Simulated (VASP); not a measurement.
Consider the following.

```xyz
2
Lattice="1.1133 -1.9283 0.0000 1.1133 1.9283 0.0000 0.0000 0.0000 3.5233" Properties=species:S:1:pos:R:3 pbc="T T T"
Be     1.1133     0.6428     0.8808
Be     1.1133    -0.6428     2.6425
```

These are PBEsol GGA, VASP's PBE PAW potentials (set 64) (plane waves; VASP) values and carry that method's errors. Run with 500 eV cut-off, 19×19×10 Γ-centred mesh, first-order Methfessel-Paxton smearing of 0.10 eV, potentials Be.

### Question
Estimate the energy per atom (σ→0), pressure, band gap (on the k-mesh) with the smallest direct gap where there is one.

### Answer

- band gap (on the k-mesh) = none (metal, semimetal or under 0.01 eV)
- energy per atom (σ→0) = -3.996 eV/atom
- pressure = 4.99 GPa

Only differences to runs with the same potentials and settings are physical.

The compound is Be in the hcp structure. It was relaxed first under an external pressure of 5 GPa.
